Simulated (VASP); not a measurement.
An input for Quantum ESPRESSO's pw.x (written as the equivalent of a VASP run, and not itself run):

```
&CONTROL
  calculation = 'vc-relax'
  pseudo_dir = './pseudo'
  outdir = './out'
  tprnfor = .true.
  tstress = .true.
  nstep = 60
  forc_conv_thr = 0.00078
/
&SYSTEM
  ibrav = 0
  nat = 4
  ntyp = 2
  ecutwfc = 82
  occupations = 'smearing'
  smearing = 'gaussian'
  degauss = 0.003675
  input_dft = 'pbe'
  vdw_corr = 'grimme-d3'
  dftd3_version = 3
  dftd3_threebody = .false.
/
&ELECTRONS
  conv_thr = 7.3e-08
  electron_maxstep = 100
/
&IONS
/
&CELL
/
ATOMIC_SPECIES
  Si 28.085 Si.upf
  C 12.011 C.upf
CELL_PARAMETERS angstrom
     1.5407707   -2.6686930   -0.0000000
     1.5407707    2.6686930    0.0000000
     0.0000000   -0.0000000    5.0589624
ATOMIC_POSITIONS crystal
  Si   0.6666670  0.3333330  0.4995660
  Si   0.3333330  0.6666670  0.9995660
  C    0.6666670  0.3333330  0.8754340
  C    0.3333330  0.6666670  0.3754340
K_POINTS automatic
  8 8 4 0 0 0
```

### Question
Translate this input to VASP (INCAR, KPOINTS, POSCAR, choice of POTCAR).

### Answer
One answer among several that fit: 
**POSCAR**
```
SiC
1.0
  1.5407707378  -2.6686929567   0.0000000000
  1.5407707378   2.6686929567   0.0000000000
  0.0000000000   0.0000000000   5.0589624414
Si C
2 2
Cartesian
  1.5407707378  -0.8895660980   2.5272856376
  1.5407707378   0.8895660980   5.0567668583
  1.5407707378  -0.8895660980   4.4287877193
  1.5407707378   0.8895660980   1.8993064986
```

KPOINTS:
```
Automatic
0
gamma
8 8 4
0 0 0
```

INCAR:
```
# general
SYSTEM=SiC
PREC  =Accurate
ENCUT =520
LREAL =.FALSE.
LASPH =.TRUE.

# electronic loop
EDIFF =1E-6
NELM  =100
ALGO  =Normal

# smearing
ISMEAR=0
SIGMA =0.05

# functional
GGA   =PE
IVDW  =11

# ions
IBRION=2
NSW   =60
ISIF  =3
EDIFFG=-0.02

# output
LWAVE =.FALSE.
LCHARG=.FALSE.
```

POTCAR, in this order: Si C (PBE.64 set). Program: vasp_std.

What does not carry over: the potentials are each code's own (VASP's PAW set, PseudoDojo norm-conserving files in pw.x), so ENCUT and ecutwfc are chosen apart and not converted; conv_thr bounds pw.x's estimated SCF error, while EDIFF bounds the energy change between steps; forc_conv_thr acts on force components and is met together with etot_conv_thr.

The compound is SiC in the wurtzite structure, the rare 2H polytype. It was relaxed first. The start is the result of an earlier pass.
